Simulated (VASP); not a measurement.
Computed with PBEsol GGA, VASP's PBE PAW potentials (set 64) (plane waves; VASP).

Input for VASP

**INCAR**
```
SYSTEM = W
PREC = Normal; ENCUT = 400; LREAL = .False.
LASPH = .True.
EDIFF = 1E-5; NELM = 100; NELMIN = 4
ALGO = Fast; LMAXMIX = 6
ISMEAR = 1; SIGMA = 0.1
GGA = PS
IBRION = 2; NSW = 20; ISIF = 2
EDIFFG = -0.03
LWAVE = .False.; LCHARG = .False.
```

### KPOINTS
```
Regular mesh
0
Gamma
18 18 18
0 0 0
```

**POSCAR**
```
W
1
   -1.5786055052     1.5786055052     1.5786055052
    1.5786055052    -1.5786055052     1.5786055052
    1.5786055052     1.5786055052    -1.5786055052
W
1
Direct
  0.0000000000   0.0000000000   0.0000000000
```

POTCAR, in this order: W_sv (PBE.64 set). Program: vasp_std.

Q: What will the output report for the number of irreducible k-points (NKPTS), largest plane-wave count, number of space-group operations, FFT grid (NGX, NGY, NGZ)?

A: 
```
Quantity                                      Result
--------------------------------------  ------------
number of irreducible k-points (NKPTS)           195
largest plane-wave count                         321
number of space-group operations                  48
FFT grid (NGX, NGY, NGZ)                14 × 14 × 14
```

The compound is W in the bcc structure. It was relaxed first.
